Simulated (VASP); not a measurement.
```
CELL_PARAMETERS angstrom
      0.00000     1.95571     1.95571
      1.95571     0.00000     1.95571
      1.95571     1.95571     0.00000
ATOMIC_POSITIONS crystal
  Rh 0.00000 0.00000 0.00000
```

Computed with PW91 GGA, VASP's PBE PAW potentials (set 64) (plane waves; VASP). Numerical set-up: 520 eV cut-off, 16×16×16 Γ-centred mesh, first-order Methfessel-Paxton smearing of 0.10 eV, potentials Rh_pv.

Task: Give the stress tensor in GPa (positive for a compressed cell).

Result: 
```
-12.78    0.00    0.00
  0.00  -12.78    0.00
  0.00    0.00  -12.78
```
The pressure is its mean diagonal, -12.78 GPa.

The compound is Rh in the fcc structure. This cell is one point of a volume scan, at 1.06 of the reference volume.
